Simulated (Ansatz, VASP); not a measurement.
## Cross-check of MgO (Periclase) between VASP and Ansatz

Wanted: the spread between two codes on one cell, functional and k mesh. The cell is taken from a series of runs on this material, whose earlier steps may have relaxed, scaled, displaced or heated it; both programs get it as it stands.

Calculated with Ansatz 0.2.0; plane waves, with VASP 6.6.1 beside it; zone-centre phonons at PBEsol.

**1. The starting structure**

It takes space group Fm-3m (No. 225, cubic). Conventional cell: a = 4.070 Å, b = 4.070 Å, c = 4.070 Å, α = 90.00°, β = 90.00°, γ = 90.00°. O has 6 Mg at 2.03 Å nearest. Mg has 6 O at 2.03 Å nearest. Farther neighbours and most contacts between anions are not listed.

Coordinates:

```xyz
2
Lattice="0.0000 2.0348 2.0348 2.0348 0.0000 2.0348 2.0348 2.0348 0.0000" Properties=species:S:1:pos:R:3 pbc="T T T"
O     2.0348    2.0348    2.0348
Mg    0.0000    0.0000    0.0000
```

**2. VASP: zone-centre phonons, PBEsol, pair 1**

Second derivatives magnify differences that forces hide, and they need a tight electronic threshold.

Lines of VASP's logs that name or quote its potential files are left out, and so is its time.

INCAR

```
SYSTEM = MgO
PREC = Accurate
ENCUT = 600
EDIFF = 1E-08
NELM = 120
ISMEAR = 0
SIGMA = 0.01
LREAL = .FALSE.
ALGO = Normal
GGA = PS
NBANDS = 10
LORBIT = 11
LWAVE = .FALSE.
LCHARG = .FALSE.
ISIF = 2
IBRION = 8
LEPSILON = .TRUE.
LASPH = .TRUE.
GGA_COMPAT = .FALSE.
EFERMI = MIDGAP
KPAR = 2
```

POSCAR

```
MgO
1.0
    0.0000000000      2.0347526706      2.0347526706
    2.0347526706      0.0000000000      2.0347526706
    2.0347526706      2.0347526706      0.0000000000
O Mg
1 1
Direct
    0.5000000000      0.5000000000      0.5000000000
    0.0000000000      0.0000000000      0.0000000000
```

KPOINTS

```
Automatic mesh
0
Gamma
12 12 12
0 0 0
```

The projector-augmented-wave data sets are O and Mg (PBE family, release 64).

Started as:

```
mpirun -np 2 vasp_std
```

Numbers of over 12 decimals in the logs are rounded to 6 here.

Log:

```text
[banner, memory and clock lines left out]
running    2 mpi-ranks, on    1 nodes
 distrk:  each k-point on    1 cores,    2 groups
 distr:  one band on    1 cores,    1 groups

 POSCAR found type information on POSCAR O Mg
 POSCAR found :  2 types and       2 ions
|                                                                             |
|               ----> ADVICE to this user running VASP <----                  |
|                                                                             |
|     You enforced a specific xc type in the INCAR file but a different       |
|     [... a line on the potential file left out ...]
|     I HOPE YOU KNOW WHAT YOU ARE DOING!                                     |
|                                                                             |

 LDA part: xc-table for (Slater+PW92), standard interpolation
 POSCAR, INCAR and KPOINTS ok, starting setup
 FFT: planning ... GRIDC
 FFT: planning ... GRID_SOFT
 FFT: planning ... GRID
 WAVECAR not read
 entering main loop
       N       E                     dE             d eps       ncg     rms          rms(c)
DAV:   1     0.168129297563E+02    0.16813E+02   -0.51738E+03  1600   0.816E+02
DAV:   2    -0.132139517891E+02   -0.30027E+02   -0.28880E+02  1618   0.152E+02
DAV:   3    -0.138352159531E+02   -0.62126E+00   -0.62080E+00  1716   0.199E+01
DAV:   4    -0.138365725232E+02   -0.13566E-02   -0.13565E-02  1592   0.103E+00
DAV:   5    -0.138365763101E+02   -0.37869E-05   -0.37869E-05  1622   0.542E-02    0.682E+00
DAV:   6    -0.124449346451E+02    0.13916E+01   -0.73373E+00  1454   0.167E+01    0.208E+00
DAV:   7    -0.124223114775E+02    0.22623E-01   -0.35301E-02  1560   0.197E+00    0.128E+00
DAV:   8    -0.124094366973E+02    0.12875E-01   -0.16259E-02  1466   0.166E+00    0.156E-01
DAV:   9    -0.124093351087E+02    0.10159E-03   -0.11960E-04  1638   0.867E-02    0.111E-01
DAV:  10    -0.124093109465E+02    0.24162E-04   -0.24876E-04  1540   0.130E-01    0.423E-03
DAV:  11    -0.124093118810E+02   -0.93448E-06   -0.20475E-06  1576   0.128E-02    0.269E-03
DAV:  12    -0.124093122407E+02   -0.35974E-06   -0.63720E-08  1562   0.312E-03    0.276E-04
DAV:  13    -0.124093123091E+02   -0.68349E-07   -0.34329E-09   830   0.406E-04    0.597E-05
DAV:  14    -0.124093123014E+02    0.76294E-08   -0.66956E-11   772   0.782E-05
   1 F= -.12409312E+02 E0= -.12409312E+02  d E =0.000000E+00
 Linear response reoptimize wavefunctions to high precision
DAV:   1    -0.124093123032E+02   -0.17656E-08   -0.64445E-12   866   0.178E-05
DAV:   2    -0.124093123032E+02    0.10914E-10   -0.16469E-13   758   0.494E-06
 Linear response G [H, r] |phi>, progress :
  Direction:   1
       N       E                     dE             d eps       ncg     rms
RMM:   1    -0.328058840420E+02   -0.32806E+02    0.10494E+01  3129   0.503E+01
RMM:   2    -0.304743359996E+02    0.23315E+01   -0.65272E-01  2276   0.678E+00
RMM:   3    -0.304769713529E+02   -0.26354E-02   -0.50434E-03  2418   0.441E-01
RMM:   4    -0.304770341831E+02   -0.62830E-04   -0.41778E-05  2615   0.329E-02
RMM:   5    -0.304770344795E+02   -0.29636E-06   -0.33447E-07  2653   0.274E-03
RMM:   6    -0.304770344834E+02   -0.38931E-08   -0.18394E-08  2480   0.290E-04
 Linear response G [H, r] |phi>, progress :
  Direction:   2
       N       E                     dE             d eps       ncg     rms
RMM:   1    -0.308478170801E+02   -0.30848E+02    0.16413E+01  3109   0.497E+01
RMM:   2    -0.301494873707E+02    0.69833E+00   -0.69459E-01  2290   0.708E+00
RMM:   3    -0.301525186282E+02   -0.30313E-02   -0.44757E-03  2419   0.434E-01
RMM:   4    -0.301525777033E+02   -0.59075E-04   -0.44401E-05  2609   0.340E-02
RMM:   5    -0.301525780786E+02   -0.37532E-06   -0.36518E-07  2639   0.293E-03
RMM:   6    -0.301525780823E+02   -0.36364E-08   -0.15479E-08  2456   0.297E-04
 Linear response G [H, r] |phi>, progress :
  Direction:   3
       N       E                     dE             d eps       ncg     rms
RMM:   1    -0.276718193814E+02   -0.27672E+02    0.57393E+01  2999   0.490E+01
RMM:   2    -0.256132768661E+02    0.20585E+01   -0.51863E-01  2239   0.588E+00
RMM:   3    -0.256147302054E+02   -0.14533E-02   -0.35433E-03  2389   0.371E-01
RMM:   4    -0.256147610068E+02   -0.30801E-04   -0.27411E-05  2496   0.286E-02
RMM:   5    -0.256147612726E+02   -0.26583E-06   -0.18287E-07  2501   0.239E-03
RMM:   6    -0.256147612829E+02   -0.10343E-07   -0.23897E-09  2260   0.262E-04
RMM:   7    -0.256147612842E+02   -0.12403E-08   -0.44878E-09  1811   0.717E-05
 Linear response to external field (no local field effect), progress :
  Direction:   1
       N       E                     dE             d eps       ncg     rms          rms(c)
RMM:   1    -0.114509902852E+00   -0.11451E+00   -0.32220E-01  3162   0.169E+00
RMM:   2    -0.113951549262E+00    0.55835E-03   -0.82785E-04  2254   0.206E-01
RMM:   3    -0.113955271884E+00   -0.37226E-05   -0.24618E-06  2349   0.113E-02
RMM:   4    -0.113955285819E+00   -0.13934E-07   -0.12357E-08  2348   0.817E-04
RMM:   5    -0.113955285898E+00   -0.79146E-10   -0.70778E-11  1846   0.676E-05
 change of polarisation eV/A/(eV/A) component  1 :     0.228     0.074     0.020
 dielectric tensor                  component  1 :     3.448     0.792     0.215
 Linear response to external field (no local field effect), progress :
  Direction:   2
[...]
RMM:   1    -0.696274635612E-01   -0.69627E-01   -0.15955E-01  3071   0.131E+00
RMM:   2    -0.695373029228E-01    0.90161E-04   -0.51256E-04  2260   0.153E-01
RMM:   3    -0.695394220388E-01   -0.21191E-05   -0.16088E-06  2299   0.831E-03
RMM:   4    -0.695394317626E-01   -0.97238E-08   -0.86455E-09  2229   0.619E-04
 change of polarisation eV/A/(eV/A) component  3 :     0.020    -0.034     0.139
 dielectric tensor                  component  3 :     0.215    -0.362     2.494
 Linear response to external field, progress :
  Direction:   1
       N       E                     dE             d eps       ncg     rms          rms(c)
RMM:   1    -0.998907491086E-01   -0.99891E-01   -0.27208E-01  7032   0.155E+00
RMM:   2    -0.994095160227E-01    0.48123E-03   -0.74816E-04  5075   0.188E-01    0.492E-01
RMM:   3    -0.979461548637E-01    0.14634E-02   -0.96995E-04  5055   0.252E-01    0.296E-01
RMM:   4    -0.103127361499E+00   -0.51812E-02   -0.16783E-03  5036   0.350E-01    0.304E-02
RMM:   5    -0.103682279230E+00   -0.55492E-03   -0.21055E-05  5310   0.426E-02    0.519E-03
RMM:   6    -0.103743738395E+00   -0.61459E-04   -0.16339E-07  5397   0.388E-03    0.234E-03
RMM:   7    -0.103762775651E+00   -0.19037E-04   -0.48795E-08  5418   0.201E-03    0.123E-04
RMM:   8    -0.103764025127E+00   -0.12495E-05   -0.53978E-10  4984   0.183E-04    0.618E-05
RMM:   9    -0.103763841021E+00    0.18411E-06   -0.79894E-11  4313   0.772E-05    0.425E-06
 change of polarisation eV/A/(eV/A) component  1 :     0.191     0.040     0.014
 dielectric tensor                  component  1 :     3.052     0.426     0.155
 Linear response to external field, progress :
  Direction:   2
       N       E                     dE             d eps       ncg     rms          rms(c)
RMM:   1    -0.997971676750E-01   -0.99797E-01   -0.27114E-01  7040   0.156E+00
RMM:   2    -0.994095464388E-01    0.38762E-03   -0.75444E-04  5075   0.190E-01    0.492E-01
RMM:   3    -0.979475795826E-01    0.14620E-02   -0.97000E-04  5055   0.252E-01    0.296E-01
RMM:   4    -0.103127487482E+00   -0.51799E-02   -0.16785E-03  5037   0.350E-01    0.304E-02
RMM:   5    -0.103682162485E+00   -0.55468E-03   -0.21062E-05  5313   0.426E-02    0.519E-03
RMM:   6    -0.103743803579E+00   -0.61641E-04   -0.16353E-07  5390   0.389E-03    0.233E-03
RMM:   7    -0.103762779340E+00   -0.18976E-04   -0.48721E-08  5414   0.201E-03    0.123E-04
RMM:   8    -0.103764028404E+00   -0.12491E-05   -0.55078E-10  4981   0.184E-04    0.623E-05
RMM:   9    -0.103763840999E+00    0.18741E-06   -0.84233E-11  4325   0.777E-05    0.424E-06
 change of polarisation eV/A/(eV/A) component  2 :     0.031     0.191    -0.001
 dielectric tensor                  component  2 :     0.331     3.052    -0.015
 Linear response to external field, progress :
  Direction:   3
       N       E                     dE             d eps       ncg     rms          rms(c)
RMM:   1    -0.998096558724E-01   -0.99810E-01   -0.27127E-01  7027   0.156E+00
RMM:   2    -0.994095446434E-01    0.40011E-03   -0.75326E-04  5067   0.190E-01    0.492E-01
RMM:   3    -0.979477276706E-01    0.14618E-02   -0.96910E-04  5054   0.252E-01    0.296E-01
RMM:   4    -0.103127243393E+00   -0.51795E-02   -0.16761E-03  5032   0.350E-01    0.304E-02
RMM:   5    -0.103682131384E+00   -0.55489E-03   -0.21012E-05  5315   0.426E-02    0.519E-03
RMM:   6    -0.103743828548E+00   -0.61697E-04   -0.16401E-07  5382   0.389E-03    0.233E-03
RMM:   7    -0.103762780007E+00   -0.18951E-04   -0.48825E-08  5411   0.201E-03    0.123E-04
RMM:   8    -0.103764035640E+00   -0.12556E-05   -0.56584E-10  4996   0.184E-04    0.622E-05
RMM:   9    -0.103763846560E+00    0.18908E-06   -0.84009E-11  4295   0.777E-05    0.424E-06
 change of polarisation eV/A/(eV/A) component  3 :     0.004     0.023     0.191
 dielectric tensor                  component  3 :     0.045     0.246     3.052
 Linear response DOF=           2
 Linear response progress:
  Degree of freedom:   1/  2
       N       E                     dE             d eps       ncg     rms          rms(c)
RMM:   1    -0.353315529136E+00   -0.35332E+00    0.39293E-01  5798   0.426E+00
RMM:   2    -0.353689499113E+00   -0.37397E-03   -0.17494E-03  5138   0.345E-01    0.140E-01
RMM:   3    -0.355266270391E+00   -0.15768E-02   -0.37468E-04  4914   0.145E-01    0.745E-02
RMM:   4    -0.357631396202E+00   -0.23651E-02   -0.38013E-04  4654   0.151E-01    0.197E-02
RMM:   5    -0.357682619487E+00   -0.51223E-04   -0.44633E-06  5332   0.223E-02    0.152E-03
RMM:   6    -0.357683133828E+00   -0.51434E-06   -0.64717E-08  5522   0.214E-03    0.855E-04
RMM:   7    -0.357675415755E+00    0.77181E-05   -0.50994E-09  5494   0.743E-04    0.102E-04
RMM:   8    -0.357675348305E+00    0.67450E-07   -0.11810E-10  5544   0.763E-05    0.270E-05
RMM:   9    -0.357675388877E+00   -0.40572E-07   -0.82843E-11  5686   0.365E-05    0.219E-06
RMM:  10    -0.357675371090E+00    0.17788E-07   -0.67847E-11  4897   0.632E-06    0.637E-07
RMM:  11    -0.357675372209E+00   -0.11186E-08   -0.78625E-11  3220   0.515E-06    0.754E-08
 first order change of Fermi-energy   0.14607E-02
 force on displaced ion       1 direction 1 :  -8.555   0.000   0.000
 Born effective charge ion    1 direction 1 :  -1.924   0.000   0.000
 Linear response progress:
  Degree of freedom:   2/  2
       N       E                     dE             d eps       ncg     rms          rms(c)
RMM:   1    -0.242825173534E-02   -0.24283E-02   -0.49246E-04  6911   0.567E-01
RMM:   2    -0.236820195271E-02    0.60050E-04   -0.18012E-04  4915   0.940E-02    0.395E-02
RMM:   3    -0.234152780460E-02    0.26674E-04   -0.20474E-05  5158   0.329E-02    0.200E-02
RMM:   4    -0.234799999268E-02   -0.64722E-05   -0.17002E-05  5165   0.297E-02    0.324E-03
RMM:   5    -0.235119957812E-02   -0.31996E-05   -0.20629E-07  5189   0.394E-03    0.314E-04
RMM:   6    -0.235150863658E-02   -0.30906E-06   -0.10899E-09  5237   0.309E-04    0.140E-04
RMM:   7    -0.235166908640E-02   -0.16045E-06   -0.37856E-10  5300   0.197E-04    0.152E-05
RMM:   8    -0.235168974898E-02   -0.20663E-07    0.95317E-13  5317   0.950E-06    0.224E-06
RMM:   9    -0.235169195958E-02   -0.22106E-08    0.14033E-12  4739   0.233E-06    0.316E-07
 first order change of Fermi-energy   0.80212E-04
 force on displaced ion       2 direction 1 :  -8.554   0.000   0.000
 Born effective charge ion    2 direction 1 :   1.924   0.000   0.000
 Born effective charges drift removed
 Linear response finished
```

From OUTCAR (step 2):

```text
ion  position               nearest neighbor table
   1  0.500  0.500  0.500-   2 2.03   2 2.03   2 2.03   2 2.03   2 2.03   2 2.03
   2  0.000  0.000  0.000-   1 2.03   1 2.03   1 2.03   1 2.03   1 2.03   1 2.03

  LATTYP: Found a face centered cubic cell.
 ALAT       =     4.0695053412

 Subroutine GETGRP returns: Found 48 space group operations
 (whereof 48 operations were pure point group operations)

The static configuration has the point symmetry O_h .

 Found     72 irreducible k-points:

   k-points           NKPTS =     72   k-points in BZ     NKDIM =     72   number of bands    NBANDS=     10

   dimension x,y,z NGX =    24 NGY =   24 NGZ =   24
   dimension x,y,z NGXF=    48 NGYF=   48 NGZF=   48

   ENCUT  =  600.0 eV  44.10 Ry    6.64 a.u.   5.75  5.75  5.75*2*pi/ulx,y,z

   NELECT =       8.0000    total number of electrons

 k-points in reciprocal lattice and weights: Automatic mesh
   0.00000000  0.00000000  0.00000000       0.001
   0.08333333  0.00000000  0.00000000       0.005
   0.16666667  0.00000000  0.00000000       0.005
   0.25000000  0.00000000  0.00000000       0.005
   0.33333333  0.00000000  0.00000000       0.005
   0.41666667  0.00000000  0.00000000       0.005
   0.50000000  0.00000000  0.00000000       0.002
   0.08333333  0.08333333  0.00000000       0.003
   0.16666667  0.08333333  0.00000000       0.014
[...]
-0.33333333  0.50000000  0.16666667       0.007
  -0.25000000  0.50000000  0.25000000       0.003

 average (electrostatic) potential at core
       1 -68.7612       2 -33.5050

  Total        2.0991995      2.0991995      2.0991995      0.0000000     -0.0000000      0.0000000
  in kB      199.6178684    199.6178684    199.6178684      0.0000000     -0.0000000      0.0000000
  external PRESSURE =     199.6178684 kB  Pullay stress =       0.0000000 kB

  energy-cutoff  :      600.00
  volume of cell :       16.85
      direct lattice vectors                 reciprocal lattice vectors
     0.000000000  2.034752671  2.034752671    -0.245730111  0.245730111  0.245730111
     2.034752671  0.000000000  2.034752671     0.245730111 -0.245730111  0.245730111
     2.034752671  2.034752671  0.000000000     0.245730111  0.245730111 -0.245730111

 POSITION                                       TOTAL-FORCE (eV/Angst)
 -----------------------------------------------------------------------------------
      2.03475      2.03475      2.03475         0.000000      0.000000      0.000000
      0.00000      0.00000      0.00000        -0.000000     -0.000000      0.000000
 -----------------------------------------------------------------------------------
    total drift:                               -0.000000     -0.000000      0.000000

 MACROSCOPIC STATIC DIELECTRIC TENSOR (including local field effects in DFT)
 ------------------------------------------------------
           3.052080     0.000000    -0.000000
          -0.000000     3.052080     0.000000
           0.000000     0.000000     3.052080
 ------------------------------------------------------

 PIEZOELECTRIC TENSOR (including local field effects)  for field in x, y, z        (C/m^2)
          XX          YY          ZZ          XY          YZ          ZX
  --------------------------------------------------------------------------------
  x     0.00000     0.00000     0.00000     0.00000     0.00000     0.00000
  y     0.00000     0.00000     0.00000     0.00000     0.00000     0.00000
  z     0.00000     0.00000     0.00000     0.00000     0.00000     0.00000

 BORN EFFECTIVE CHARGES (including local field effects) (in |e|, cummulative output)
 ---------------------------------------------------------------------------------
 ion    1
    1    -1.92399    -0.00000    -0.00000
    2     0.00000    -1.92399     0.00000
    3     0.00000     0.00000    -1.92399
 ion    2
    1     1.92399     0.00000     0.00000
    2    -0.00000     1.92399    -0.00000
    3    -0.00000    -0.00000     1.92399

 Eigenvectors and eigenvalues of the dynamical matrix
 ----------------------------------------------------

   1 f  =   14.720415 THz    92.491096 2PiTHz  491.020193 cm-1    60.878718 meV
             X         Y         Z           dx          dy          dz
      2.034753  2.034753  2.034753     0.000000    0.776557    0.000000
      0.000000  0.000000  0.000000     0.000000   -0.630047    0.000000

   2 f  =   14.720415 THz    92.491096 2PiTHz  491.020193 cm-1    60.878718 meV
             X         Y         Z           dx          dy          dz
      2.034753  2.034753  2.034753     0.776557    0.000000    0.000000
      0.000000  0.000000  0.000000    -0.630047    0.000000    0.000000

   3 f  =   14.720415 THz    92.491096 2PiTHz  491.020193 cm-1    60.878718 meV
             X         Y         Z           dx          dy          dz
      2.034753  2.034753  2.034753     0.000000    0.000000    0.776557
      0.000000  0.000000  0.000000     0.000000    0.000000   -0.630047

   4 f/i=    0.000202 THz     0.001270 2PiTHz    0.006741 cm-1     0.000836 meV
             X         Y         Z           dx          dy          dz
      2.034753  2.034753  2.034753    -0.630047    0.000000    0.000000
      0.000000  0.000000  0.000000    -0.776557    0.000000    0.000000

   5 f/i=    0.000202 THz     0.001270 2PiTHz    0.006741 cm-1     0.000836 meV
             X         Y         Z           dx          dy          dz
      2.034753  2.034753  2.034753     0.000000   -0.630047    0.000000
      0.000000  0.000000  0.000000     0.000000   -0.776557    0.000000

   6 f/i=    0.000202 THz     0.001270 2PiTHz    0.006741 cm-1     0.000836 meV
             X         Y         Z           dx          dy          dz
      2.034753  2.034753  2.034753     0.000000    0.000000   -0.630047
      0.000000  0.000000  0.000000     0.000000    0.000000   -0.776557

 MACROSCOPIC STATIC DIELECTRIC TENSOR IONIC CONTRIBUTION
 ------------------------------------------------------
           4.647456     0.000000    -0.000000
           0.000000     4.647456    -0.000000
          -0.000000    -0.000000     4.647456
 ------------------------------------------------------

 ELASTIC MODULI CONTR FROM IONIC RELAXATION (kBar)
 Direction    XX          YY          ZZ          XY          YZ          ZX
 --------------------------------------------------------------------------------
 XX           0.0000      0.0000      0.0000      0.0000      0.0000      0.0000
 YY           0.0000      0.0000      0.0000      0.0000      0.0000      0.0000
 ZZ           0.0000      0.0000      0.0000      0.0000      0.0000      0.0000
 XY           0.0000      0.0000      0.0000      0.0000      0.0000      0.0000
 YZ           0.0000      0.0000      0.0000      0.0000      0.0000      0.0000
 ZX           0.0000      0.0000      0.0000      0.0000      0.0000      0.0000
 --------------------------------------------------------------------------------

 PIEZOELECTRIC TENSOR IONIC CONTR  for field in x, y, z        (C/m^2)
          XX          YY          ZZ          XY          YZ          ZX
  --------------------------------------------------------------------------------
  x     0.00000     0.00000     0.00000     0.00000     0.00000     0.00000
  y     0.00000     0.00000     0.00000     0.00000     0.00000     0.00000
  z     0.00000     0.00000     0.00000     0.00000     0.00000     0.00000
```

[end of part 1 of 3]

[Lines on the potential files, build, host, timing and source positions are cut from VASP's logs without a mark.]

[Logs are printed without paths, hosts, clocks, repeated set-up lines and the standing remarks that a program may print on its own settings, such as how far it seeks lower states.]

[Hosts, paths, dates, database ids (printed as entryN), source tags and the programs' standing remarks are cut or masked in the printed files.]
